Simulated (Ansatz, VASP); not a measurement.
**SbRh3 in VASP and in Ansatz**

```
CELL_PARAMETERS angstrom
3.87867 0.00000 0.00000
0.00000 3.87867 0.00000
0.00000 0.00000 3.87867
ATOMIC_POSITIONS crystal
Sb 0.00000 0.00000 0.00000
Rh 0.50000 0.50000 0.00000
Rh 0.50000 0.00000 0.50000
Rh 0.00000 0.50000 0.50000
```

The cell comes from a database or a generator and needn't be the stable form of this composition.

Alike in both runs: task single point; functional LDA; k mesh 14 × 14 × 14; occupations gaussian, width 0.15 eV; no spin polarisation.

```csv
,VASP,Ansatz
version,VASP 6.6.1,Ansatz 0.2.0
potentials or method,"VASP PAW LDA potentials, release 64 (Sb, Rh_pv)","scalar-relativistic, plane waves, PAW"
plane-wave cutoff (eV),520,420
valence electrons in the cell,50,66
```

```tsv
	VASP	Ansatz	Ansatz less VASP
gap on the k mesh at the Fermi level (eV)	none	none	-
pressure (GPa)	0.7	0.0	-0.66
```

A gap of «none» marks a metal or a gap that the smearing closes. The two sets of potentials don't hold the same shells in valence.

Spin-orbit coupling is left out, which matters for the levels of Sb.
